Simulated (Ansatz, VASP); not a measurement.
# Al38P12O87 (glassy 76Al2O3-24P2O5 (mol %)): VASP beside Ansatz, part 2 of 2

One calculation is typed for both programs; each brings its own data sets. How far apart do they land? Of the first pair: The structure shown is the start of the Ansatz relaxation below; VASP solves that cell, so the two are compared at the walk's first step.

VASP 6.6.1 and Ansatz 0.2.0.

So far. Step 3 (VASP: single point, PBE, start cell, pair 1): The run ends at a pressure of 11.60 GPa, with forces up to 1.4 eV/Å.

### Step 6. VASP: single point, PBE, relaxed atoms in a fixed cell, pair 2

Level of this step: PBE; plane waves and PAW (Al, P, O) (VASP).

The same cell, functional and mesh now go to VASP, with its own data sets.

The input, INCAR:

```
SYSTEM = Al38P12O87
PREC = Accurate
ENCUT = 600
EDIFF = 1E-06
NELM = 120
ISMEAR = 0
SIGMA = 0.01
LREAL = Auto
ALGO = Normal
GGA = PE
NBANDS = 443
LORBIT = 11
LWAVE = .FALSE.
LCHARG = .FALSE.
ISIF = 2
LASPH = .TRUE.
GGA_COMPAT = .FALSE.
EFERMI = MIDGAP
```

The input, POSCAR:

```
Al38P12O87
1.0
   11.7056400000      0.2255600000     -0.2128600000
    0.2255600000     11.4931600000      0.0775300000
   -0.2128600000      0.0775300000     11.6618400000
Al P O
38 12 87
Direct
    0.7409100000      0.1423800000      0.3914000000
    0.8821900000      0.0012700000      0.5739400000
    0.1057400000      0.4056300000      0.3445500000
    0.6167200000      0.3262200000      0.5496500000
    0.8253800000      0.4839100000      0.5843000000
    0.1120300000      0.0662000000      0.1580700000
    0.0958100000      0.0445900000      0.7152900000
    0.1341000000      0.2126000000      0.5322600000
    0.9042100000      0.4396100000      0.0213600000
    0.5444200000      0.9880700000      0.9178400000
    0.2797000000      0.8646400000      0.2646300000
    0.5143900000      0.2189600000      0.3260800000
    0.8705600000      0.6923600000      0.1524100000
    0.0156400000      0.8573700000      0.0288900000
    0.3293400000      0.0634600000      0.6097500000
    0.4969800000      0.4257800000      0.7797700000
    0.3078300000      0.1306000000      0.3339100000
    0.7050400000      0.8733200000      0.4330800000
    0.3711400000      0.2237700000      0.9446000000
    0.1346800000      0.2693000000      0.8614000000
    0.3464200000      0.7359000000      0.6187400000
    0.8742400000      0.6587100000      0.8796700000
    0.2010100000      0.0083200000      0.9293000000
    0.1480200000      0.3234200000      0.0973100000
    0.4963800000      0.1881100000      0.7499000000
    0.7276300000      0.8661500000      0.7341300000
    0.8036800000      0.0152700000      0.9523400000
    0.9908600000      0.8570900000      0.7997600000
    0.8829100000      0.2563600000      0.6159100000
    0.0841100000      0.5874600000      0.9671200000
[... 101 atom lines left out ...]
    0.6887400000      0.9638600000      0.8580300000
    0.5038300000      0.1362200000      0.8912200000
    0.9293300000      0.8355300000      0.1514000000
    0.0973100000      0.5691800000      0.6166900000
    0.1942200000      0.5793000000      0.8661200000
    0.8220000000      0.3808500000      0.9066400000
```

The input, KPOINTS:

```
Automatic mesh
0
Gamma
1 1 1
0 0 0
```

The projector-augmented-wave data sets are Al, P and O (PBE family, release 64).

Started as:

```console
$ export OMP_NUM_THREADS=3
$ mpirun -np 1 vasp_gam
```

The program printed:

```text
[... set-up lines as in an earlier step ...]
 entering main loop
       N       E                     dE             d eps       ncg     rms          rms(c)
DAV:   1     0.671264970212E+04    0.67126E+04   -0.44979E+05   894   0.175E+03
DAV:   2    -0.564716950296E+03   -0.72774E+04   -0.70345E+04  1089   0.395E+02
DAV:   3    -0.113822236933E+04   -0.57351E+03   -0.56937E+03  1044   0.117E+02
DAV:   4    -0.114977022081E+04   -0.11548E+02   -0.11499E+02  1052   0.178E+01
[...]
DAV:  18    -0.100532873088E+04    0.76896E-05   -0.82485E-05  1004   0.203E-02    0.146E-02
DAV:  19    -0.100532873119E+04   -0.31277E-06   -0.12409E-05  1044   0.630E-03    0.105E-02
DAV:  20    -0.100532873080E+04    0.38538E-06   -0.35658E-06   852   0.351E-03
   1 F= -.10053287E+04 E0= -.10053287E+04  d E =0.000000E+00
```

OUTCAR, selected parts (step 6):

```text
  Total       43.1504437     48.3450862     38.5513585      4.9037729     -0.6206681      2.2431559
  in kB       44.0985392     49.4073176     39.3984035      5.0115179     -0.6343053      2.2924422
  external PRESSURE =      44.3014201 kB  Pullay stress =       0.0000000 kB

 POSITION                                       TOTAL-FORCE (eV/Angst)
[...]
0.42255      8.89840      7.92795         0.059362     -0.059087     -0.076282
     10.09934      4.21514      1.35793         0.013952      0.026679      0.128774
      7.18634      5.38403      0.92265        -0.028422     -0.086820     -0.026390
      3.99874      5.74565      4.80958         0.065436     -0.012357      0.066093
      8.86591      7.09881      7.48163        -0.076139     -0.004929      0.069869
      1.48678      4.12243      5.60914         0.008144      0.005666      0.004058
      7.06432      2.59631      5.20118         0.003713     -0.006184     -0.019914
     11.45460      3.25261      9.91822        -0.131222      0.025503      0.024023
     10.91717      4.88895      7.47940         0.007656     -0.017120      0.004180
      4.79271     10.12798      6.73250         0.018671      0.027193     -0.100158
      9.60200      1.82338      5.96427        -0.003704      0.021108     -0.009715
      2.58562      3.56420     11.34029         0.006611     -0.010811      0.015968
      9.36444     11.47286      4.06872         0.003018     -0.003305     -0.000616
      7.33568      8.89070      8.31813         0.039528     -0.070562      0.017640
[...]
-----------------------------------------------------------------------------------
    total drift:                                0.002768     -0.002508     -0.003945

  FREE ENERGIE OF THE ION-ELECTRON SYSTEM (eV)
  ---------------------------------------------------
  free  energy   TOTEN  =     -1005.3287308046 eV

  energy  without entropy=    -1005.3287308046  energy(sigma->0) =    -1005.32873080

[... 1 part as in an earlier step ...]

[... 2 further parts left out ...]
[key lines of the parts left out:]
E-fermi :   5.0531
```

The run ends at a pressure of 4.43 GPa, with forces up to 0.16 eV/Å.

### Step 7. Differences

What differs besides the data sets and the points named for the pairs above, as far as they apply: the cutoff is 420 eV in Ansatz and 600 eV in VASP (PREC = Accurate, projectors in real space). Total energies have different zeros and are not compared.

Both answers:

```tsv
quantity	Ansatz	VASP	difference
pressure (GPa)	5.06	4.43	+0.63
gap on the k mesh (eV)	4.000	3.988	+0.012
```

Forces on 8 of the 137 atoms, those with the largest forces and the largest differences (eV/Å; atoms numbered as in POSCAR):

```tsv
atom	Ansatz x, y, z	VASP x, y, z
P39	0.031, 0.016, 0.001	0.031, 0.121, 0.043
O60	-0.006, 0.000, -0.008	0.034, 0.078, -0.106
O69	-0.009, 0.013, -0.035	-0.090, -0.046, -0.093
O74	0.008, 0.015, 0.011	0.014, 0.027, 0.129
O80	-0.011, 0.017, 0.027	-0.131, 0.026, 0.024
O96	0.015, -0.001, 0.007	0.117, 0.021, 0.077
O108	-0.018, -0.020, -0.010	-0.074, -0.123, -0.081
O115	0.005, -0.006, 0.000	0.007, 0.128, -0.028
```

The forces differ by 38 meV/Å r.m.s., where the r.m.s. force is 0.008 eV/Å in Ansatz and 0.040 eV/Å in VASP: the atoms lie near their places of rest in Ansatz, so a percentage would say little (all taken over all components). A gap on the mesh is an upper bound, since the band edges may lie between its points.

### Step 8. Outcome

| Quantity | Value |
| --- | --- |
| r.m.s. force difference (single point, PBE, start cell, pair 1) | 14 % of the r.m.s. force |
| r.m.s. force difference (single point, PBE, relaxed atoms in a fixed cell, pair 2) | 38 meV/Å |
| difference in pressure (single point, PBE, relaxed atoms in a fixed cell, pair 2) | 0.63 GPa |

**Reading.** The r.m.s. force difference is 14 % of the r.m.s. force (single point, PBE, start cell, pair 1), beyond the 3 % picked in this series as the mark of a large difference. What causes the difference of the single point, PBE, start cell, pair 1 pair stays open here. What causes the difference of the single point, PBE, relaxed atoms in a fixed cell, pair 2 pair stays open here. How closely two codes agree says nothing of how well the functional describes the real material.

[Lines on the potential files, build, host, timing and source positions are cut from VASP's logs without a mark.]

[Logs are printed without paths, hosts, clocks, repeated set-up lines and the standing remarks that a program may print on its own settings, such as how far it seeks lower states.]

[Hosts, paths, dates, database ids (printed as entryN), source tags and the programs' standing remarks are cut or masked in the printed files.]
